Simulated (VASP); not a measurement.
Shape and ions are relaxed at each volume.

Energy against volume of Sb (a7). Calculation: PBE GGA with D3 dispersion (zero damping), VASP's PBE PAW potentials (set 64) (plane waves; VASP).

```
V (Å³/atom)  E (eV/atom)
-----------  -----------
29.045          -4.38826
29.972          -4.40111
30.899          -4.40492
31.826          -4.40140
32.753          -4.39207
```

**Question.** Fit a third-order Birch-Murnaghan equation of state.

**Answer.** 
```json
{
 "volume_per_atom": "30.88 Å³/atom",
 "bulk_modulus": "42.0 GPa",
 "pressure_derivative_of_the_bulk_modulus": "6.34"
}
```

Measured: bulk modulus 39.5 GPa at 0 K (computed value off by +6.3 %), as given by K. Lejaeghere et al., Critical reviews in solid state and materials sciences/CRC critical reviews in solid state and materials sciences (2013), arXiv:1204.2733 [extrapolated to 0 K and zero-point effects removed (source: thermally corrected experimental values)].

The compound is Sb in the a7 structure. It was relaxed first.
